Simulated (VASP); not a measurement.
ClCs, in a box:

```
CELL_PARAMETERS angstrom
9.00000 0.00000 0.00000
0.00000 9.00000 0.00000
0.00000 0.00000 12.00000
ATOMIC_POSITIONS crystal
Cl 0.50144 0.50233 0.38174
Cs 0.50144 0.50233 0.62393
```

```yaml
Program: VASP 6.6.1
Task: single point
Functional: PBE
Potentials_or_basis: VASP PAW PBE potentials, release 64 (Cl, Cs_sv)
Cutoff: 520 eV
k_mesh: 1 × 1 × 1
Occupations: gaussian, width 0.01 eV
Spin: no spin polarisation
```

On this cell: largest force 0.053 eV/Å; gap between the frontier levels 3.19 eV.

The same run follows on a disturbed copy (atoms moved at random, drawn with an rms of 0.05 Å):

```
Cl Cs
1.0
     9.00000    0.00000    0.00000
     0.00000    9.00000    0.00000
     0.00000    0.00000   12.00000
Cl Cs
1 1
Direct
  0.50184 0.50500 0.37960
  0.50050 0.50220 0.62627
```

Task: What does the disturbed cell give?

Result: The energy moves by +1.6 meV/atom; largest force 0.166 eV/Å; gap between the frontier levels 3.08 eV.

Forces on the atoms (eV/Å):
```
Cl   0.000  0.000  0.166
Cs   0.000  0.000 -0.166
```

Caveats: spin-orbit coupling is left out, which moves the levels of the heavy elements.

